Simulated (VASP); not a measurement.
Calculation: PBE GGA with D3 dispersion (zero damping), VASP's PBE PAW potentials (set 64) (plane waves; VASP).

Input for VASP

**KPOINTS**
```
K-points
0
G
 13 13 13
0 0 0
```

### INCAR
```
! general
SYSTEM =GdN
PREC   =Accurate
ENCUT  =520   ! plane-wave cut-off (eV)
LREAL  =.FALSE.   ! projection in real space or not
LASPH  =.TRUE.   ! aspherical one-centre terms

! electronic loop
EDIFF  =1E-7   ! SCF stop (eV)
NELM   =100   ! most electronic steps
ALGO   =Normal
LMAXMIX=6   ! l cut-off of mixed one-centre charges

! smearing
ISMEAR =1   ! Methfessel-Paxton
SIGMA  =0.1   ! width (eV)

! functional
GGA    =PE
IVDW   =11

! ions
ISIF   =2

! output
LWAVE  =.FALSE.
LCHARG =.FALSE.
```

### POSCAR
```
GdN
1
    0.0000000000     2.5179757258     2.5179757258
    2.5179757258     0.0000000000     2.5179757258
    2.5179757258     2.5179757258     0.0000000000
Gd N
1 1
Direct
  0.0000000000   0.0000000000   0.0000000000
  0.5000000000   0.5000000000   0.5000000000
```

POTCAR, in this order: Gd_3 N (PBE.64 set). Program: vasp_std.

Output of the run:

File OUTCAR:
```
 ion  position               nearest neighbor table
   1  0.000  0.000  0.000-   2 2.52   2 2.52   2 2.52   2 2.52   2 2.52   2 2.52
   2  0.500  0.500  0.500-   1 2.52   1 2.52   1 2.52   1 2.52   1 2.52   1 2.52
  LATTYP: Found a face centered cubic cell.
 ALAT       =     5.0359514516
 Subroutine PRICEL returns:
 Original cell was already a primitive cell.
 Subroutine GETGRP returns: Found 48 space group operations
The static configuration has the point symmetry O_h .
The dynamic configuration has the point symmetry O_h .
 Subroutine INISYM returns: Found 48 space group operations
 Subroutine IBZKPT returns following result:
 Found     84 irreducible k-points:

 Following reciprocal coordinates:
            Coordinates               Weight
  0.000000  0.000000  0.000000      1.000000
  0.076923  0.000000  0.000000      8.000000
  0.153846  0.000000  0.000000      8.000000
  0.230769  0.000000  0.000000      8.000000
  0.307692  0.000000  0.000000      8.000000
  0.384615  0.000000  0.000000      8.000000
  0.461538  0.000000  0.000000      8.000000
  0.076923  0.076923  0.000000      6.000000
  0.153846  0.076923  0.000000     24.000000
  0.230769  0.076923  0.000000     24.000000
  0.307692  0.076923  0.000000     24.000000
  0.384615  0.076923  0.000000     24.000000
  0.461538  0.076923  0.000000     24.000000
 -0.461538  0.076923  0.000000     24.000000
 -0.384615  0.076923  0.000000     24.000000
 -0.307692  0.076923  0.000000     24.000000
 -0.230769  0.076923  0.000000     24.000000
 -0.153846  0.076923  0.000000     24.000000
 -0.076923  0.076923  0.000000     12.000000
  0.153846  0.153846  0.000000      6.000000
  0.230769  0.153846  0.000000     24.000000
  0.307692  0.153846  0.000000     24.000000
  0.384615  0.153846  0.000000     24.000000
  0.461538  0.153846  0.000000     24.000000
...
```

### OSZICAR
```
       N       E                     dE             d eps       ncg     rms          rms(c)
DAV:   1     0.464364953377E+02    0.46436E+02   -0.68885E+03  1848   0.117E+03
DAV:   2    -0.152853119099E+02   -0.61722E+02   -0.57371E+02  2457   0.238E+02
DAV:   3    -0.184228729467E+02   -0.31376E+01   -0.30469E+01  2445   0.435E+01
DAV:   4    -0.184674608169E+02   -0.44588E-01   -0.44419E-01  2340   0.467E+00
DAV:   5    -0.184681771680E+02   -0.71635E-03   -0.71604E-03  2505   0.495E-01    0.251E+01
DAV:   6    -0.163692559192E+02    0.20989E+01   -0.19512E+01  2145   0.261E+01    0.234E+01
DAV:   7    -0.161525767397E+02    0.21668E+00   -0.15427E+00  2102   0.801E+00    0.162E+01
DAV:   8    -0.161555977581E+02   -0.30210E-02   -0.14340E-01  2040   0.390E+00    0.607E+00
DAV:   9    -0.161494390113E+02    0.61587E-02   -0.21412E-02  2253   0.118E+00    0.619E-01
DAV:  10    -0.161497426909E+02   -0.30368E-03   -0.63358E-04  2570   0.236E-01    0.492E-01
DAV:  11    -0.161497144650E+02    0.28226E-04   -0.20892E-04  2317   0.104E-01    0.221E-02
DAV:  12    -0.161497154823E+02   -0.10173E-05   -0.77462E-06  2384   0.256E-02    0.143E-02
DAV:  13    -0.161497153137E+02    0.16856E-06   -0.21113E-06  2499   0.962E-03    0.439E-03
DAV:  14    -0.161497153960E+02   -0.82275E-07   -0.65298E-08  1535   0.262E-03
   1 F= -.16705661E+02 E0= -.16705668E+02  d E =0.214837E-04
```

### OUTCAR
```
------------------------ aborting loop because EDIFF is reached ----------------------------------------
 Edisp (eV)   -0.55595
  FORCE on cell =-STRESS in cart. coord.  units (eV):
  Direction    XX          YY          ZZ          XY          YZ          ZX
  --------------------------------------------------------------------------------------
  Total      -1.66182    -1.66182    -1.66182     0.00000     0.00000    -0.00000
  in kB     -83.38917   -83.38917   -83.38917     0.00000     0.00000    -0.00000
  external pressure =      -83.39 kB  Pullay stress =        0.00 kB
  volume of cell :       31.93
      direct lattice vectors                 reciprocal lattice vectors
     0.000000000  2.517975726  2.517975726    -0.198572208  0.198572208  0.198572208
     2.517975726  0.000000000  2.517975726     0.198572208 -0.198572208  0.198572208
     2.517975726  2.517975726  0.000000000     0.198572208  0.198572208 -0.198572208
 POSITION                                       TOTAL-FORCE (eV/Angst)
 -----------------------------------------------------------------------------------
      0.00000      0.00000      0.00000         0.000000      0.000000      0.000000
      2.51798      2.51798      2.51798        -0.000000     -0.000000     -0.000000
 -----------------------------------------------------------------------------------
    total drift:                                0.000000      0.000000      0.000000
  FREE ENERGIE OF THE ION-ELECTRON SYSTEM (eV)
  ---------------------------------------------------
  free  energy   TOTEN  =       -16.7056613353 eV

  energy  without entropy=      -16.7056828190  energy(sigma->0) =      -16.70566850
```
(Selected blocks of OUTCAR.)

The 4f electrons are frozen in the core of the lanthanide potential, so 4f levels, which can set the real gap, and their magnetism are missing.

The compound is GdN in the rock salt structure. This cell is one point of a volume scan, at 1.06 of the reference volume.
